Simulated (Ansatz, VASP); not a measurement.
# YbN in VASP and in Ansatz

```
CELL_PARAMETERS angstrom
0.00000 2.65285 2.65285
2.65285 0.00000 2.65285
2.65285 2.65285 0.00000
ATOMIC_POSITIONS crystal
Yb 0.00000 0.00000 0.00000
N 0.25000 0.25000 0.25000
```

Alike in both runs: task single point; functional PBE; k mesh 6 × 6 × 6; occupations gaussian, width 0.05 eV; collinear spin; Hubbard terms Yb f U = 6.0 eV.

|  | VASP | Ansatz |
| --- | --- | --- |
| version | VASP 6.6.1 | Ansatz 0.2.0 |
| potentials or method | VASP PAW PBE potentials, release 64 (Yb, N) | scalar-relativistic, plane waves, PAW |
| plane-wave cutoff (eV) | 520 | 420 |
| valence electrons in the cell | 29 | 29 |

Ansatz gave:

| Item | Value |
| --- | --- |
| gap on the k mesh at the Fermi level (eV) | none |
| pressure (GPa) | -1.2 |
| net moment per atom (μB) | 0.50 |
| size of the moment on the site where the two differ most (μB) | 0.53 |

Q: Which values does VASP return?

A: gap on the k mesh at the Fermi level (eV): none; pressure (GPa): -4.2; net moment per atom (μB): 0.50; size of the moment on the site where the two differ most (μB): 0.36.

Site moments also hang on the region over which each program counts them. The programs project onto different local orbitals, so the same U acts differently. A gap of «none» marks a metal or a gap that the smearing closes. Ansatz warned: «filled_band_counts_differ_across_k_points».

Caveats: spin-orbit coupling is left out, which moves the levels of the heavy elements. The state reached can hang on the start; a lower one may exist.
